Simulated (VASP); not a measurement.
Here is the system:

```yaml
crystal:
  lattice:
    - [0.00000, 4.15060, 4.15060]
    - [4.15060, 0.00000, 4.15060]
    - [4.15060, 4.15060, 0.00000]
  atoms:
    - { symbol: Al, position: [0.00000, 0.00000, 0.00000] }
    - { symbol: Y, position: [0.50000, 0.50000, 0.50000] }
    - { symbol: Y, position: [0.25000, 0.25000, 0.25000] }
    - { symbol: Y, position: [0.75000, 0.75000, 0.75000] }
```

Computed with PBE GGA, VASP's PBE PAW potentials (set 64) (plane waves; VASP). Settings: 300 eV cut-off, 7×7×7 Γ-centred mesh, Gaussian smearing of 0.27 eV, potentials Al Y_sv.

At this cut-off the stress carries a Pulay error, which pulls relaxed volumes low.

Question: Estimate the energy per atom (σ→0), pressure, band gap (on the k-mesh) with the smallest direct gap where there is one.

Answer: 
- band gap (on the k-mesh): none (metal, semimetal or under 0.01 eV)
- energy per atom (σ→0): -5.554 eV/atom
- pressure: -7.99 GPa

Total energies compare only between runs with the same potentials, cut-off and functional.

The structure was generated: Y3Al was put into an ordered model structure, which need not be its known phase. The cell was not relaxed at this level. VASP warned that the highest band is occupied, so more bands are needed.
